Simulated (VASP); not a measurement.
Here is the system:

```
Be
1.0
    1.14500    -1.98320     0.00000
    1.14500     1.98320     0.00000
    0.00000     0.00000     3.58000
Be
2
Direct
  0.33333   0.66667   0.25000
  0.66667   0.33333   0.75000
```

Calculation: PBE GGA, VASP's PBE PAW potentials (set 64) (plane waves; VASP). Numerical set-up: 520 eV cut-off, 16×16×9 Γ-centred mesh, first-order Methfessel-Paxton smearing of 0.10 eV, potentials Be.

Energy and stress use the plane-wave basis of the starting cell.

Q: The ions, cell shape and volume are relaxed. Predict the relaxed structure.

A: 
```
Be
1.0
    1.13346    -1.96321     0.00000
    1.13346     1.96321     0.00000
    0.00000     0.00000     3.55783
Be
2
Direct
  0.33333   0.66667   0.25000
  0.66667   0.33333   0.75000
```
Space group P6_3/mmc (194), at a tolerance of 0.03 Å.

Q: How do energy and volume change from the first to the last step?

A: The energy (σ→0) changes by -2.1 meV/atom and the volume by -2.6 %, in 5 ionic steps.

The compound is Be in the hcp structure. This run relaxes it. Symmetry was kept, so distortions that lower it aren't found.
